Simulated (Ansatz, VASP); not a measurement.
# Cu9Sn (Cu(110)-(2x1)-Sn surface alloy) in two plane-wave programs

Aim: how closely do two programs agree when they are given the same cell, functional and k mesh? Of the first pair: The structure shown is the start of the Ansatz relaxation below; VASP solves that cell, so the two are compared at the walk's first step.

Calculated with Ansatz 0.2.0; plane waves, with VASP 6.6.1 beside it; single point at LDA and single point at RPBE.

### Step 1. The starting structure

The cell holds 10 atoms: 9 Cu and 1 Sn. Cell: a = 3.610 Å, b = 5.105 Å, c = 22.517 Å, α = 90.0°, β = 90.0°, γ = 90.0°. Vacuum lies along c.

### Step 2. Ansatz: relaxation, LDA

Ansatz runs on its default PAW (the set named soft_2) files.

The two programs are compared at the cell with which this relaxation starts, whose forces are those of its first step.

Contents of input.yaml:

```yaml
crystal:
  lattice:
    - [3.61, 0.0, 0.0]
    - [0.0, 5.1053109602, 0.0]
    - [0.0, 0.0, 22.5173109602]
  atoms:
    - { symbol: Cu, position: [0.0, 0.0, 0.3774873481] }
    - { symbol: Cu, position: [0.0, 0.5, 0.3774873481] }
    - { symbol: Cu, position: [0.5, 0.25, 0.4341694156] }
    - { symbol: Cu, position: [0.5, 0.75, 0.4341694156] }
    - { symbol: Cu, position: [0.0, 0.0, 0.4908514831] }
    - { symbol: Cu, position: [0.0, 0.5, 0.4908514831] }
    - { symbol: Cu, position: [0.5, 0.25, 0.5475335506] }
    - { symbol: Cu, position: [0.5, 0.75, 0.5475335506] }
    - { symbol: Cu, position: [0.0, 0.0, 0.6042156181] }
    - { symbol: Sn, position: [0.0, 0.5, 0.6225126519] }
kpoints:
  mp_grid: { grid: [8, 6, 1] }
hamiltonian:
  xc: lda
scf:
  occupations: { method: fermi_dirac, width: 0.1 }
  convergence: { dr2_threshold: 1.0e-08 }
efield:
  axis: 3
  dipole_correction: true
  ramp_position: 0.97
  ramp_width: 0.06
relax:
  f_tol: 0.015
  max_steps: 90
  constraints: [{ sites: [0, 1, 2, 3] }]
output:
  write_potential: true
  write_density: true
  volumetric_format: npy
```

On the command line:

```console
> ansatz run input.yaml --threads 4 --pin off --max-ram 6144MiB --backend cpu --events-out ev --progress --plain --runs-dir out
```

Numbers of over 12 decimals in the logs are rounded to 6 here.

Output:

```text
Engine: ansatz 0.2.0, aarch64-unknown-linux-gnu
Pseudopotentials: kind: paw
Pseudopotential: Cu, paw, valence charge 19, recommended cutoff 420 eV (normal), Cu.paw.azcp
Pseudopotential: Sn, paw, valence charge 14, recommended cutoff 420 eV (normal), Sn.paw.azcp
Functional definition: SPW92
  exchange = slater_x
  correlation = pw_c
Crystal: 10 atoms, lattice volume = 414.998 Å³
Basis set: ecut = 420 eV, 8079 PW (Γ)
Bands: 111, of which v1, the nominal top of the filled ones, is band 93 counted from 1 (92 counted from 0)
Symmetry: 4 space group operations
Space group: Pmm2 (ITA 25), of the structure as read, at distance tolerance 7.5e-5 Å
k-points: 20 of 48
Non-local potential: Cu, projectors of the file, l = 0: 3, l = 1: 2, l = 2: 3, l = 3: 1
Non-local potential: Sn, projectors of the file, l = 0: 2, l = 1: 2, l = 2: 2, l = 3: 2
PAW form: soft (Blöchl's): semilocal exchange-correlation on the pseudo side does not see the compensation charge
PAW frozen core: Cu, regenerated for the run's functional, and the local potential with it (the file was generated under x = pbe(κ = 0.804, μ = 0.219515), c = pbe(β = 0.066725))
PAW frozen core: Sn, regenerated for the run's functional, and the local potential with it (the file was generated under x = pbe(κ = 0.804, μ = 0.219515), c = pbe(β = 0.066725))
PAW one-centre angular grid: Cu, 590 points (default); XC on 64 Gauss nodes
PAW one-centre angular grid: Sn, 590 points (default); XC on 64 Gauss nodes
Initial density: superposition of atomic densities (neutral atoms: chi_scale 0, normalization atom), corrected by the library's trained network
Initial wavefunctions: pseudopotential atomic-orbital guess
Functional: x = slater, c = lda
SCF iter   1: F=—  HF=-64877.097566 eV  |F-HF|=—  |Δ(HF+E_count)|=         —  Δρ=1.18e-2  dr2=3.32e-1  ethr=1.77e-3  p=-0.010 e·Å  D=-4.47e-3 V/Å  ΔV_dip=0.10 eV  dr2_dipole=7.03e-3  V_vac-E_F(+/−)=4.72/4.62 eV  ⟨swp⟩=9.0  Hψ=10185  notcnv=0  defer=62
efield: sawtooth ramp at fractional position 0.9700 (set: `efield.ramp_position`, or a place that a band, a saddle search or an elastic batch's reference lends), width 0.0600; the density the first Hamiltonian is built on has a dipole p = -0.010 e·Å; the dipole correction subtracts the counter field D = -4.47e-3 V/Å, which shifts the + side's vacuum level by +0.10 eV against the − side's; the planar-averaged density in the ramp window peaks in size at 6.9e-6 e/Å³
preconditioner: auto → LDOS  [metal: Δε(μ)=0.068 eV  Ē_g=9.177 eV  σ=0.100 eV  W_gap=0.16  n_scr=96 (ndim 8)  ℏωp=19.4 eV  f_vac=0.633  D(μ)=3.72/eV (n_scr^D=14)  β→1.0]
SCF iter   2: F=—  HF=-64877.578546 eV  |F-HF|=—  |Δ(HF+E_count)|=   4.81e-1  Δρ=3.02e-2  dr2=2.05e0  ethr=1.80e-4  p=0.015 e·Å  D=6.55e-3 V/Å  ΔV_dip=-0.15 eV  dr2_dipole=2.42e-4  V_vac-E_F(+/−)=4.77/4.92 eV  ⟨swp⟩=3.0  Hψ=5574  notcnv=0  defer=166  recentre
SCF iter   3: F=—  HF=-64877.040620 eV  |F-HF|=—  |Δ(HF+E_count)|=   5.38e-1  Δρ=3.89e-3  dr2=3.22e-2  ethr=1.80e-4  p=0.004 e·Å  D=1.77e-3 V/Å  ΔV_dip=-0.04 eV  dr2_dipole=1.00e-4  V_vac-E_F(+/−)=4.72/4.76 eV  ⟨swp⟩=2.6  Hψ=4467  notcnv=0  defer=166
SCF iter   4: F=—  HF=-64877.033503 eV  |F-HF|=—  |Δ(HF+E_count)|=   7.12e-3  Δρ=7.34e-4  dr2=1.64e-3  ethr=1.74e-5  p=0.009 e·Å  D=4.05e-3 V/Å  ΔV_dip=-0.09 eV  dr2_dipole=4.26e-5  V_vac-E_F(+/−)=4.70/4.79 eV  ⟨swp⟩=2.3  Hψ=3457  notcnv=0  defer=163
SCF iter   5: F=—  HF=-64877.033419 eV  |F-HF|=—  |Δ(HF+E_count)|=   8.41e-5  Δρ=5.10e-4  dr2=8.54e-4  ethr=8.87e-7  p=0.011 e·Å  D=4.95e-3 V/Å  ΔV_dip=-0.11 eV  dr2_dipole=5.61e-6  V_vac-E_F(+/−)=4.69/4.80 eV  ⟨swp⟩=2.5  Hψ=4226  notcnv=0  defer=163
SCF iter   6: F=—  HF=-64877.033314 eV  |F-HF|=—  |Δ(HF+E_count)|=   1.06e-4  Δρ=1.28e-4  dr2=9.77e-5  ethr=4.61e-7  p=0.012 e·Å  D=5.37e-3 V/Å  ΔV_dip=-0.12 eV  dr2_dipole=2.80e-7  V_vac-E_F(+/−)=4.69/4.81 eV  ⟨swp⟩=2.0  Hψ=2958  notcnv=0  defer=163
SCF iter   7: F=—  HF=-64877.033326 eV  |F-HF|=—  |Δ(HF+E_count)|=   1.23e-5  Δρ=1.07e-4  dr2=3.61e-5  ethr=5.28e-8  p=0.013 e·Å  D=5.64e-3 V/Å  ΔV_dip=-0.13 eV  dr2_dipole=3.02e-8  V_vac-E_F(+/−)=4.69/4.82 eV  ⟨swp⟩=2.1  Hψ=3200  notcnv=0  defer=163
SCF iter   8: F=—  HF=-64877.033345 eV  |F-HF|=—  |Δ(HF+E_count)|=   1.94e-5  Δρ=2.63e-5  dr2=2.63e-6  ethr=1.95e-8  p=0.013 e·Å  D=5.76e-3 V/Å  ΔV_dip=-0.13 eV  dr2_dipole=4.01e-7  V_vac-E_F(+/−)=4.69/4.82 eV  ⟨swp⟩=2.0  Hψ=3004  notcnv=0  defer=163
SCF iter   9: F=—  HF=-64877.033146 eV  |F-HF|=—  |Δ(HF+E_count)|=   1.99e-4  Δρ=2.27e-5  dr2=1.63e-6  ethr=1.42e-9  p=0.013 e·Å  D=5.85e-3 V/Å  ΔV_dip=-0.13 eV  dr2_dipole=7.31e-8  V_vac-E_F(+/−)=4.69/4.82 eV  ⟨swp⟩=2.2  Hψ=3755  notcnv=0  defer=163
SCF iter  10: F=—  HF=-64877.033146 eV  |F-HF|=—  |Δ(HF+E_count)|=   1.74e-7  Δρ=1.14e-5  dr2=4.82e-7  ethr=8.82e-10  p=0.013 e·Å  D=5.88e-3 V/Å  ΔV_dip=-0.13 eV  dr2_dipole=9.97e-8  V_vac-E_F(+/−)=4.69/4.82 eV  ⟨swp⟩=2.0  Hψ=3237  notcnv=0  defer=163
[...]
SCF converged after 10 iterations
Free energy (F): -64877.211078 eV
Harris-Foulkes:  -64877.211078 eV  (|F-HF|=2.35e-8)
Internal energy: -64877.090503 eV  (E = F + TS)
E sigma→0 (E₀):  -64877.150790 eV
Entropy (-TS):   -0.120576 eV (-12.058 meV/atom)
Fermi energy:    1.694021 eV
Dipole field:    D = 0.003539 V/Å  (p = 0.008117 e·Å, saw-weighted, corrected)
Work function:   Φ+ = 4.6682 eV   Φ− = 4.7479 eV
Levels:          The Fermi level and band energies are counted from a zero that moves with the ramp; work functions are not
--- Per-component energies (eV) ---
  E_band       = -5982.102786
  E_kinetic    = 2894.255803
  E_local      = -373278.089942  (includes V_loc(G=0)·N_el)
  E_nonlocal   = 3531.792995
  E_hartree    = 183223.596905
  E_xc         = -1176.845673
  E_vxc        = -1133.312921  (∫ρ·V_xc dr)
  E_paw        = -18345.291186  (= ΣΔE_a)
  E_vpaw       = -4444.165263  (= ΣTr[D̂ρ^β])
  E_aug_tail   = 0.001874  (compensation charges beyond the density's cutoff)
  E_efield     = 0.000014  (sawtooth field / dipole correction)
  E_vefield    = 0.221073  (∫n·V_field dr)
  E_ewald      = 138269.016867
  E_core_change = 4.471839  (= ΣΔE_core)
  E_smearing   = -0.120576  (= −TS)
  E_closure    = 0.000000  (closes the sum)
  Σ components = -64877.211078   (vs F -64877.211078, Δ=0.00e0)
--- Forces (eV/Å), atoms counted from 1 ---
  atom   1  Cu     0.00000000     0.00000000     0.64789357
  atom   2  Cu     0.00000000     0.00000000     0.79381601
  atom   3  Cu     0.00000000    -0.02364230    -0.71835097
  atom   4  Cu     0.00000000     0.02364230    -0.71835097
  atom   5  Cu     0.00000000     0.00000000     0.00643249
  atom   6  Cu     0.00000000     0.00000000     0.00683467
  atom   7  Cu     0.00000000     0.01339687    -0.00762918
  atom   8  Cu     0.00000000    -0.01339687    -0.00762918
  atom   9  Cu     0.00000000     0.00000000     0.01102642
  atom  10  Sn     0.00000000     0.00000000    -0.01394517
  max |Σ_I F_I| component: 9.77e-5 eV/Å
--- Band table (eV; the first three rows and the last of 20) ---
  k-point 0: bands = [... 89 lower, 0.7822, 0.8360, 1.3393, 1.7214, 2.0198, 3.1604, 3.3904, 3.7342, ... 14 higher]
  k-point 1: bands = [... 89 lower, 0.1637, 0.6424, 1.4182, 1.8531, 2.6320, 3.7156, 3.7163, 3.9104, ... 14 higher]
  k-point 2: bands = [... 89 lower, 0.1306, 0.1558, 1.0139, 1.8765, 3.5168, 4.5307, 4.5878, 4.7944, ... 14 higher]
  k-point 19: bands = [... 89 lower, 0.3360, 0.7368, 1.1602, 1.3171, 1.6282, 2.0593, 2.9907, 3.2485, ... 14 higher]
--- Relaxed structure (4 steps of the walk, 4 accepted, 0 SCFs on fresh bases) ---
  F+E_penalty+E_count = -64877.21107837 eV   max|allowed force component| = 1.395e-2 eV/Å
  atoms:
    - { symbol: Cu, position: [0.0, 0.0, 0.377487] }
    - { symbol: Cu, position: [0.0, 0.5, 0.377487] }
    - { symbol: Cu, position: [0.5, 0.25, 0.4341694156] }
    - { symbol: Cu, position: [0.5, 0.750000, 0.4341694156] }
    - { symbol: Cu, position: [0.0, 0.0, 0.485201] }
    - { symbol: Cu, position: [0.0, 0.5, 0.486943] }
    - { symbol: Cu, position: [0.5, 0.246145, 0.542183] }
    - { symbol: Cu, position: [0.5, 0.753855, 0.542183] }
    - { symbol: Cu, position: [0.0, 0.0, 0.592189] }
    - { symbol: Sn, position: [0.0, 0.5, 0.611303] }
```

In the SCF lines HF is the Harris–Foulkes energy and dr2 the Hartree energy of the density residual, in eV; the loop may stop once dr2 is under the threshold and the program's other checks hold. Hψ counts applications of the Hamiltonian.

### Step 3. VASP: single point, LDA, start cell, pair 1

The same cell, functional (in two slightly different forms), mesh and smearing now go to VASP, with its own data sets.

Lines of VASP's logs that name or quote its potential files are left out, and so is its time.

Contents of INCAR:

```
SYSTEM = Cu9Sn
PREC = Accurate
ENCUT = 520
EDIFF = 1E-06
NELM = 120
ISMEAR = -1
SIGMA = 0.1
LREAL = .FALSE.
ALGO = Normal
GGA = CA
NBANDS = 70
LASPH = .TRUE.
LORBIT = 11
LWAVE = .FALSE.
LCHARG = .FALSE.
ISIF = 2
LDIPOL = .TRUE.
IDIPOL = 3
DIPOL = 0.5 0.5 0.492
LVHAR = .TRUE.
GGA_COMPAT = .FALSE.
NELMDL = -8
KPAR = 2
```

Contents of POSCAR:

```
Cu9Sn
1.0
    3.6100000000      0.0000000000      0.0000000000
    0.0000000000      5.1053109602      0.0000000000
    0.0000000000      0.0000000000     22.5173109602
Cu Sn
9 1
Direct
    0.0000000000      0.0000000000      0.3774873481
    0.0000000000      0.4999999060      0.3774873481
    0.5000000000      0.2500000509      0.4341694271
    0.5000000000      0.7499999569      0.4341694271
    0.0000000000      0.0000000000      0.4908514618
    0.0000000000      0.4999999060      0.4908514618
    0.5000000000      0.2500000509      0.5475335408
    0.5000000000      0.7499999569      0.5475335408
    0.0000000000      0.0000000000      0.6042156199
    0.0000000000      0.4999999060      0.6225126537
```

Contents of KPOINTS:

```
Automatic mesh
0
Gamma
8 6 1
0 0 0
```

The projector-augmented-wave data sets are Cu and Sn_d (LDA family, release 64).

On the command line:

```console
> mpirun -np 2 vasp_std
```

Output:

```text
[banner, memory and clock lines left out]
running    2 mpi-ranks, on    1 nodes
 distrk:  each k-point on    1 cores,    2 groups
 distr:  one band on    1 cores,    1 groups

 POSCAR found type information on POSCAR CuSn
 POSCAR found :  2 types and      10 ions
 LDA part: xc-table for (Slater(with rela. corr.)+CA(PZ))
 , standard interpolation
 POSCAR, INCAR and KPOINTS ok, starting setup
 FFT: planning ... GRIDC
 FFT: planning ... GRID_SOFT
 FFT: planning ... GRID
 WAVECAR not read
 entering main loop
       N       E                     dE             d eps       ncg     rms          rms(c)
DAV:   1     0.105724926020E+04    0.10572E+04   -0.47814E+04  2800   0.189E+03
DAV:   2     0.904641715751E+02   -0.96679E+03   -0.93736E+03  2800   0.452E+02
DAV:   3    -0.436634791161E+02   -0.13413E+03   -0.12647E+03  2948   0.215E+02
DAV:   4    -0.508945365829E+02   -0.72311E+01   -0.71110E+01  3250   0.638E+01
DAV:   5    -0.511971157063E+02   -0.30258E+00   -0.30232E+00  3882   0.105E+01
DAV:   6    -0.512082945472E+02   -0.11179E-01   -0.11178E-01  4414   0.175E+00
DAV:   7    -0.512084924687E+02   -0.19792E-03   -0.19792E-03  4344   0.243E-01
DAV:   8    -0.512085020044E+02   -0.95357E-05   -0.95357E-05  4404   0.468E-02    0.235E+01
DAV:   9    -0.487964222293E+02    0.24121E+01   -0.10275E+02  3394   0.137E+02    0.146E+01
DAV:  10    -0.432771263853E+02    0.55193E+01   -0.23708E+01  3340   0.108E+02    0.515E+00
DAV:  11    -0.429480718276E+02    0.32905E+00   -0.82048E+00  3778   0.642E+01    0.218E+00
DAV:  12    -0.430187532233E+02   -0.70681E-01   -0.21459E+00  3568   0.274E+01    0.176E+00
DAV:  13    -0.430347739799E+02   -0.16021E-01   -0.71352E-01  3280   0.167E+01    0.161E+00
DAV:  14    -0.430013993453E+02    0.33375E-01   -0.14158E-01  3582   0.841E+00    0.692E-01
[...]
DAV:  27    -0.429975341132E+02   -0.61415E-05   -0.13787E-06  1964   0.218E-02    0.345E-03
DAV:  28    -0.429975532795E+02   -0.19166E-04   -0.42282E-06  2578   0.246E-02    0.319E-03
DAV:  29    -0.429975554418E+02   -0.21623E-05   -0.78315E-07  2022   0.191E-02    0.120E-03
DAV:  30    -0.429975592319E+02   -0.37902E-05   -0.85491E-07  1898   0.121E-02    0.165E-03
DAV:  31    -0.429975614032E+02   -0.21712E-05   -0.49201E-07  1890   0.873E-03    0.770E-04
DAV:  32    -0.429975633798E+02   -0.19766E-05   -0.12335E-07  1768   0.699E-03    0.348E-04
DAV:  33    -0.429975651637E+02   -0.17839E-05   -0.75406E-08  1770   0.275E-03    0.368E-04
DAV:  34    -0.429975656804E+02   -0.51670E-06   -0.54525E-08  1792   0.229E-03
   1 F= -.42997566E+02 E0= -.42937734E+02  d E =-.119664E+00
```

From OUTCAR (step 3):

```text
ion  position               nearest neighbor table
   1  0.000  0.000  0.377-   5 2.55   2 2.55   4 2.55   4 2.55   3 2.55   3 2.55   2 2.55
   2  0.000  0.500  0.377-   6 2.55   1 2.55   3 2.55   3 2.55   4 2.55   4 2.55   1 2.55
   3  0.500  0.250  0.434-   6 2.55   6 2.55   7 2.55   4 2.55   2 2.55   2 2.55   5 2.55   5 2.55
                             1 2.55   1 2.55   4 2.55
   4  0.500  0.750  0.434-   8 2.55   3 2.55   5 2.55   5 2.55   6 2.55   6 2.55   1 2.55   1 2.55
                             2 2.55   2 2.55   3 2.55
   5  0.000  0.000  0.491-   1 2.55   6 2.55   4 2.55   4 2.55   3 2.55   3 2.55   8 2.55   8 2.55
                             7 2.55   7 2.55   6 2.55   9 2.55
   6  0.000  0.500  0.491-   3 2.55   3 2.55   2 2.55   5 2.55   7 2.55   7 2.55   4 2.55   4 2.55
                             8 2.55   8 2.55   5 2.55  10 2.96
   7  0.500  0.250  0.548-   3 2.55   8 2.55   6 2.55   6 2.55   5 2.55   5 2.55   9 2.55   9 2.55
                             8 2.55  10 2.78  10 2.78
   8  0.500  0.750  0.548-   4 2.55   7 2.55   5 2.55   5 2.55   9 2.55   9 2.55   6 2.55   6 2.55
                             7 2.55  10 2.78  10 2.78
   9  0.000  0.000  0.604-   8 2.55   8 2.55   7 2.55   7 2.55   5 2.55  10 2.59  10 2.59
  10  0.000  0.500  0.623-   9 2.59   9 2.59   7 2.78   7 2.78   8 2.78   8 2.78   6 2.96

  LATTYP: Found a simple orthorhombic cell.
 ALAT       =     3.6100000000
 B/A-ratio  =     1.4142135624
 C/A-ratio  =     6.2374822604

 Subroutine GETGRP returns: Found  4 space group operations
 (whereof  4 operations were pure point group operations)

The static configuration has the point symmetry C_2v.

 Found     20 irreducible k-points:

   k-points           NKPTS =     20   k-points in BZ     NKDIM =     20   number of bands    NBANDS=     70

   dimension x,y,z NGX =    28 NGY =   40 NGZ =  168
   dimension x,y,z NGXF=    56 NGYF=   80 NGZF=  336

   ENCUT  =  520.0 eV  38.22 Ry    6.18 a.u.   6.71  9.49 41.87*2*pi/ulx,y,z

   NELECT =     113.0000    total number of electrons

 k-points in reciprocal lattice and weights: Automatic mesh
   0.00000000  0.00000000  0.00000000       0.021
   0.12500000  0.00000000  0.00000000       0.042
   0.25000000  0.00000000  0.00000000       0.042
   0.37500000  0.00000000  0.00000000       0.042
   0.50000000  0.00000000  0.00000000       0.021
   0.00000000  0.16666667  0.00000000       0.042
   0.12500000  0.16666667  0.00000000       0.083
   0.25000000  0.16666667  0.00000000       0.083
   0.37500000  0.16666667  0.00000000       0.083
[...]
0.37500000  0.50000000  0.00000000       0.042
   0.50000000  0.50000000  0.00000000       0.021

 dipolmoment           0.000000      0.000000     -0.011138 electrons x Angstroem

 average (electrostatic) potential at core
       1 -72.2120       2 -72.2954       3 -72.6905       4 -72.6905       5 -72.7512
       6 -72.7497       7 -72.8649       8 -72.8649       9 -72.6716      10-107.2127

 E-fermi :  -0.8305

 k-point     1 :       0.0000    0.0000    0.0000
  band No.  band energies     occupation
    ...
     53      -2.2747      2.00000
     54      -1.6832      1.99960
     55      -1.5709      1.99878
     56      -1.3575      1.98977
     57      -0.7445      0.59496
     58      -0.4482      0.04281
     59       0.6209      0.00000
     60       1.0136      0.00000
     61       1.2040      0.00000
     62       2.2631      0.00000
    ...

 k-point     2 :       0.1250    0.0000    0.0000
  band No.  band energies     occupation
    ...
     52      -2.3241      2.00000
     53      -2.2935      2.00000
     54      -1.5963      1.99906
     55      -1.4553      1.99614
     56      -1.2863      1.97927
     57      -0.6001      0.18170
     58      -0.2565      0.00641
     59       0.0567      0.00028
     60       0.9449      0.00000
     61       1.1059      0.00000
    ...

 k-point     3 :       0.2500    0.0000    0.0000
  band No.  band energies     occupation
    ...
     53      -2.2858      2.00000
     54      -1.6332      1.99935
     55      -1.4887      1.99723
     56      -1.2238      1.96159
     57      -1.0753      1.84085
     58      -0.1866      0.00319
     59       0.0118      0.00044
     60       0.2801      0.00003
     61       1.4485      0.00000
     62       1.7517      0.00000
    ...

  Total      -10.5841607    -10.6827674     -7.1405333      0.0000000      0.0000000      0.0000000
  in kB      -40.8621376    -41.2428273    -27.5673679      0.0000000      0.0000000      0.0000000
  external PRESSURE =     -36.5574443 kB  Pullay stress =       0.0000000 kB

  energy-cutoff  :      520.00
  volume of cell :      415.00
      direct lattice vectors                 reciprocal lattice vectors
     3.610000000  0.000000000  0.000000000     0.277008310  0.000000000  0.000000000
     0.000000000  5.105310960  0.000000000     0.000000000  0.195874455  0.000000000
     0.000000000  0.000000000 22.517310960     0.000000000  0.000000000  0.044410276

 POSITION                                       TOTAL-FORCE (eV/Angst)
 -----------------------------------------------------------------------------------
      0.00000      0.00000      8.50000         0.000000      0.000000      0.885424
      0.00000      2.55266      8.50000         0.000000      0.000000      0.940434
      1.80500      1.27633      9.77633         0.000000     -0.070530     -0.269278
      1.80500      3.82898      9.77633         0.000000      0.070530     -0.269278
      0.00000      0.00000     11.05266         0.000000      0.000000     -0.027092
      0.00000      2.55266     11.05266         0.000000      0.000000     -0.058559
      1.80500      1.27633     12.32898         0.000000     -0.133577     -0.069702
      1.80500      3.82898     12.32898         0.000000      0.133577     -0.069702
      0.00000      0.00000     13.60531         0.000000      0.000000     -0.589805
      0.00000      2.55266     14.01731         0.000000      0.000000     -0.472440
 -----------------------------------------------------------------------------------
    total drift:                                0.000000      0.000296      0.005263

  FREE ENERGIE OF THE ION-ELECTRON SYSTEM (eV)
  ---------------------------------------------------
  free  energy   TOTEN  =       -42.9975656804 eV

  energy  without entropy=      -42.8779021252  energy(sigma->0) =      -42.93773390

 vacuum level on the upper side and lower side of the slab         3.868         3.977

 total charge
# of ion       s       p       d       tot
------------------------------------------
    1        0.448   0.222   9.224   9.894
    2        0.436   0.226   9.224   9.886
    3        0.449   0.359   9.177   9.985
    4        0.449   0.359   9.177   9.985
    5        0.453   0.379   9.183  10.016
    6        0.446   0.373   9.189  10.009
    7        0.453   0.378   9.178  10.008
    8        0.453   0.378   9.178  10.008
    9        0.450   0.297   9.213   9.960
   10        1.238   1.050   9.985  12.274
--------------------------------------------------
tot          5.277   4.021  92.727 102.025

[... 3 further parts left out ...]
```

This run has no spin polarisation. Its electron count is odd, so without a moment it is a metal by construction.

(Continued in part 2 of 2.)

[Lines on the potential files, build, host, timing and source positions are cut from VASP's logs without a mark.]

[Logs are printed without paths, hosts, clocks, repeated set-up lines and the standing remarks that a program may print on its own settings, such as how far it seeks lower states.]

[Hosts, paths, dates, database ids (printed as entryN), source tags and the programs' standing remarks are cut or masked in the printed files.]
